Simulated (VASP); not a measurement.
Given:

ZnSe is taken in the cubic space group F-43m (No. 216), the zinc blende structure, Pearson symbol cF8. Lattice parameters: a = 5.667 Å, b = 5.667 Å, c = 5.667 Å, α = 90.00°, β = 90.00°, γ = 90.00°. Zn on 4a is coordinated by 4 Se at 2.454 Å (tetrahedral). Se on 4d sees 4 Zn at 2.454 Å (tetrahedral). (Neighbours: up to the widest gap in distance over summed covalent radii, below 1.35, at either atom; cation-cation and far metal-metal contacts left out.)
(The calculation used a cell of 2 atoms; values per cell refer to that cell.)

Method: r2SCAN meta-GGA, VASP's PBE PAW potentials (set 64) (plane waves; VASP 6.6.1). Run with 520 eV cut-off, 8×8×8 Γ-centred mesh, Gaussian smearing of 0.050 eV, potentials Zn Se.

Question: Give the energy at these volumes per atom, relative to the lowest: 21.42, 22.10, 22.79, 23.47, 24.15 Å³.

Answer: 17.7, 3.9, 0.0, 4.5, 16.0 meV/atom. A third-order Birch-Murnaghan fit gives B0 = 65.8 GPa and B0′ = 4.4.

Measured: bulk modulus 62.4 GPa (computed value off by +5.4 %), as given by Cormac Toher et al., Physical Review Materials (2017), arXiv:1611.05714; a 5.668 Å (computed value off by -0.0 %), as given by Martin Albrecht et al., Physical review. B, Condensed matter (1997), arXiv:cond-mat/9706128. The calculation is for a static lattice, while the measured bulk modulus, a hold thermal and zero-point effects, which are part of the difference.

The compound is ZnSe in the zinc blende structure. It was relaxed first.
